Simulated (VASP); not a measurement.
The system is Ta3N.

```
CELL_PARAMETERS angstrom
3.03222 0.00000 0.00000
-1.51611 2.62598 0.00000
0.00000 0.00000 7.52414
ATOMIC_POSITIONS crystal
Ta 0.66667 0.33333 0.82607
Ta 0.33333 0.66667 0.17393
Ta 0.00000 0.00000 0.50000
N 0.00000 0.00000 0.00000
```

The cell comes from a database or a generator and needn't be the stable form of this composition.

* Program: VASP 6.6.1
* Task: relaxation of cell and atoms
* Functional: BLYP
* Dispersion: D3(BJ)
* Potentials or basis: VASP PAW PBE potentials, release 64 (Ta_pv, N)
* Cutoff: 600 eV
* k mesh: 7 × 7 × 3
* Occupations: fermi-dirac, width 0.05 eV
* Spin: no spin polarisation

At the start: pressure -6.1 GPa; volume 14.98 Å³/atom.

**Question.** Where does the relaxation end?

**Answer.** Over 14 steps the energy falls by 15.0 meV/atom and the volume is 14.55 Å³/atom (-2.9 %); space group P-3m1 (No. 164, to 0.05 Å).

The path:
```csv
step,energy change (eV),largest force (eV/Å),pressure (GPa),volume (Å³)
1,0.0000,0.1462,-6.14,59.91
2,0.1320,0.7279,17.32,55.07
3,-0.0319,0.3038,0.18,58.39
4,-0.0320,0.3067,0.31,58.35
5,-0.0437,0.1934,0.31,58.27
6,-0.0524,0.3982,0.30,57.98
7,-0.0570,0.0465,0.28,58.12
8,-0.0578,0.1314,0.28,58.09
9,-0.0582,0.0417,-0.66,58.30
10,-0.0596,0.0808,-0.23,58.20
11,-0.0595,0.0350,0.73,58.02
12,-0.0598,0.0304,0.20,58.12
13,-0.0599,0.0162,-0.15,58.22
14,-0.0599,0.0013,-0.04,58.18
```

Final structure:
```
Ta N
1.0
     2.96614    0.00000    0.00000
    -1.48307    2.56875    0.00000
     0.00000    0.00000    7.63633
Ta N
3 1
Cartesian
  1.4831 0.8563 6.2711
  0.0000 1.7125 1.3652
  0.0000 0.0000 3.8182
  0.0000 0.0000 7.6363
```

Caveat: the PAW data sets were made with another functional, which shifts forces and pressure a little; pairwise dispersion overbinds metals, which lowers pressure and volume.
